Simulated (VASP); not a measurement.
Input of a VASP 6.6.1 run:

File INCAR:

```
PREC = Accurate ; ENCUT = 600
EDIFF = 1E-6 ; ISMEAR = 0
SIGMA = 0.1 ; LREAL = F
LASPH = T ; NELM = 100
ALGO = Fast ; ISIF = 3
LWAVE = F ; LCHARG = F
GGA = PE ; IBRION = 2
NSW = 100 ; EDIFFG = -0.01
```

KPOINTS

```
Automatic mesh
0
Gamma
  10 10 10
```

File POSCAR:

```
Sr3B
1.0
    0.0000000000      4.0339373311      4.0339373311
    4.0339373311      0.0000000000      4.0339373311
    4.0339373311      4.0339373311      0.0000000000
Sr B
3 1
Direct
    0.0000000000      0.0000000000      0.0000000000
    0.2500000000      0.2500000000      0.2500000000
    0.7500000000      0.7500000000      0.7500000000
    0.5000000000      0.5000000000      0.5000000000
```

Potentials or basis: VASP PAW PBE potentials, release 64 (Sr_sv, B).

Run with:

```sh
$ cat potpaw_PBE.64/Sr_sv/POTCAR potpaw_PBE.64/B/POTCAR > POTCAR
$ mpirun -np 1 vasp_std > vasp.out
```

**Question.** Estimate the band gap on the k mesh.

**Answer.** None (metal or under the smearing width).

**Question.** What does it give for the relaxed cell?

**Answer.** a = 5.719 Å, b = 5.719 Å, c = 5.719 Å, α = 60.00°, β = 60.00°, γ = 60.00°.

The path:
| step | energy change (eV) | largest force (eV/Å) | pressure (GPa) | volume (Å³) |
| --- | --- | --- | --- | --- |
| 1 | 0.0000 | 0.0000 | 0.17 | 131.29 |
| 2 | -0.0005 | 0.0000 | 0.08 | 131.94 |
| 3 | -0.0007 | 0.0000 | 0.04 | 132.28 |
